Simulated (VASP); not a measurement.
```
MgTe
1.0
    4.28303     0.00000     0.00000
   -2.14151     3.70921     0.00000
    0.00000     0.00000     6.98764
Mg Te
2 2
Cartesian
  0.00000   2.47281   6.98562
  2.14152   1.23640   3.49180
  0.00000   2.47281   2.62239
  2.14152   1.23640   6.11621
```

Method: PBEsol GGA, VASP's PBE PAW potentials (set 64) (plane waves; VASP). Run with 500 eV cut-off, 6×6×3 Γ-centred mesh, Gaussian smearing of 0.050 eV, potentials Mg Te.

Task: Estimate the energy per atom (σ→0), pressure.

Result: 
The energy per atom (σ→0) comes out as -3297 meV/atom and the pressure is 9.96 GPa.

Only differences to runs with the same potentials and settings are physical.

The structure was generated: MgTe was put into the wurtzite type (P6_3mc), which need not be its known phase. It was relaxed first under an external pressure of 10 GPa.
